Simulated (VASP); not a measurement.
# HoS (space group Fm-3m): computed properties

Calculation: PBEsol GGA, VASP's PBE PAW potentials (set 64) (plane waves; VASP 6.6.1).

- space group = Fm-3m (225)
- cell = a = b = c = 5.415 Å, α = β = γ = 90.00°
- volume per atom = 19.84 Å³/atom
- band gap (over mesh and band path) = none (metal, semimetal or under 0.01 eV)
- band gap with spin-orbit coupling = none (metallic)
- density = 8.24 g/cm³

```
CELL_PARAMETERS angstrom
      0.00000     2.70728     2.70728
      2.70728     0.00000     2.70728
      2.70728     2.70728     0.00000
ATOMIC_POSITIONS crystal
  Ho 0.00000 0.00000 0.00000
  S  0.50000 0.50000 0.50000
```

The 4f electrons are frozen in the core of the lanthanide potential, so 4f levels, which can set the real gap, and their magnetism are missing.

The structure comes from a computed database's HoS entry (Fm-3m); how it stands against other phases isn't given here. It was relaxed first. Symmetry was kept, so distortions that lower it aren't found. The electron count is odd and the run is not spin-polarised, which forces a metal.
